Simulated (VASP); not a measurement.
```xyz
2
Lattice="0.0000 2.8321 2.8321 2.8321 0.0000 2.8321 2.8321 2.8321 0.0000" Properties=species:S:1:pos:R:3 pbc="T T T"
Ga     5.6643     5.6643     5.6643
As     1.4161     1.4161     1.4161
```

These are r2SCAN meta-GGA, VASP's PBE PAW potentials (set 64) (plane waves; VASP) values and carry that method's errors. Settings: 480 eV cut-off, 8×8×8 Γ-centred mesh, Gaussian smearing of 0.050 eV, potentials Ga_d As.

Each row applies one change to this cell, which was relaxed at other settings and keeps the small stress of the first row; at a fixed cut-off the stress holds a Pulay part, so it need not integrate to ΔE exactly. Stress is in GPa, positive when the cell is compressed; gaps are those on the k-mesh, and 0.00 means metallic.

```tsv
change	ΔE (meV/atom)	σxx	σyy	σzz	largest shear component, with its sign (GPa)	gap (eV)
none	0.0	0.17	0.17	0.17	0.00	0.95
shear strain γ_xz = +2.0 %	2.3	0.22	0.19	0.22	-1.59	0.91
isotropic strain of -4.0 %	89.6	12.01	12.01	12.01	0.00	1.52
uniaxial strain of +3.0 % along z	…	…	…	…	…	…
shear strain γ_xy = -2.0 % with the ions relaxed	1.6	0.20	0.20	0.16	1.22	0.86
biaxial strain of +2.0 % in the xz plane	…	…	…	…	…	…
```

### Question
Fill in the missing entries.

### Answer

- biaxial strain of +2.0 % in the xz plane, ΔE (meV/atom): 8.1
- biaxial strain of +2.0 % in the xz plane, σxx: -2.90
- biaxial strain of +2.0 % in the xz plane, σyy: -1.67
- biaxial strain of +2.0 % in the xz plane, σzz: -2.90
- biaxial strain of +2.0 % in the xz plane, largest shear component, with its sign (GPa): 0.00
- biaxial strain of +2.0 % in the xz plane, gap (eV): 0.56
- uniaxial strain of +3.0 % along z, ΔE (meV/atom): 6.6
- uniaxial strain of +3.0 % along z, σxx: -1.19
- uniaxial strain of +3.0 % along z, σyy: -1.19
- uniaxial strain of +3.0 % along z, σzz: -3.23
- uniaxial strain of +3.0 % along z, largest shear component, with its sign (GPa): 0.00
- uniaxial strain of +3.0 % along z, gap (eV): 0.65

Failed runs are left out, and for metals the shear rows, which the mesh's noise covers.

The compound is GaAs in the zinc blende structure.
